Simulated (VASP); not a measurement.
Be₂C (antifluorite): the band gap from VASP (plane waves, PAW) at several levels of theory. Gaps are without spin-orbit coupling. Each level names its cell: its own relaxed one, PBE's, or the starting one. A gap is the smallest over the k-mesh and a band path; hybrids may have named points in place of the path, and GW has the mesh alone. mBJ is a potential without an energy functional, so only the levels count.

| level | band gap (eV) |
|---|---|
| LDA (own cell) | 1.20 |
| PBE (own cell) | 1.16 |
| PBEsol (own cell) | 1.06 |
| RPBE (own cell) | 1.13 |
| AM05 (own cell) | 1.03 |
| PBE-D3(BJ) (own cell) | 1.17 |
| PBE-D4 (own cell) | 1.16 |
| optB88-vdW (own cell) | 1.42 |
| rev-vdW-DF2 (own cell) | 1.24 |
| mBJ (TB09) (PBE cell) | 1.81 |

The cell of the LDA (own cell) run:

Be₂C is taken in the cubic space group Fm-3m (No. 225), Pearson symbol cF12. Conventional cell: a = 4.272 Å, b = 4.272 Å, c = 4.272 Å, α = 90.00°, β = 90.00°, γ = 90.00°. Be on 8c is coordinated by 4 C at 1.850 Å and 6 Be at 2.136 Å. C on 4a sees 8 Be at 1.850 Å (cubic). (Neighbours: up to the widest gap in distance over summed covalent radii, below 1.35, at either atom; cation-cation and far metal-metal contacts left out.)
(The calculation used a cell of 3 atoms; values per cell refer to that cell.)

Only levels that ran to the end are used. Left out are those held back, those with too coarse a band path, GW runs whose mesh misses a band edge, hybrids' fits of cells that aren't cubic and levels without matching references; a question may draw on a part of the rest.

The compound is Be2C in the antifluorite structure.
